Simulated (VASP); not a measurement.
Consider the following.

```yaml
crystal:
  lattice:
    - [-0.03920, 6.33090, 6.34079]
    - [6.33090, -0.03920, 6.34079]
    - [3.14585, 3.14585, 0.00000]
  atoms:
    - { symbol: Sn, position: [0.99752, 0.99752, 0.00497] }
    - { symbol: Sn, position: [0.12748, 0.12748, 0.24503] }
    - { symbol: Sn, position: [0.98414, 0.50606, 0.00981] }
    - { symbol: Sn, position: [0.14086, 0.61894, 0.24019] }
    - { symbol: Sn, position: [0.50606, 0.98414, 0.00981] }
    - { symbol: Sn, position: [0.61894, 0.14086, 0.24019] }
    - { symbol: Ge, position: [0.50821, 0.50821, 0.98359] }
    - { symbol: Ge, position: [0.61679, 0.61679, 0.26641] }
```

Calculation: PBEsol GGA, VASP's PBE PAW potentials (set 64) (plane waves; VASP). Run with 400 eV cut-off, Gaussian smearing of 0.050 eV, potentials Sn_d Ge_d.

Unless said otherwise, spin-orbit coupling is left out, though it shifts the bands of the heavy elements here.

Task: Estimate the band gap (along the path) with the smallest direct gap where there is one.

Result: 
The band gap (along the path) is none (metal, semimetal or under 0.01 eV).

The absolute energy has meaning only against runs of the same code, potentials and settings.

The structure was generated: Sn6Ge2 was put into an ordered model structure (Cmcm), which need not be its known phase. It was relaxed first.
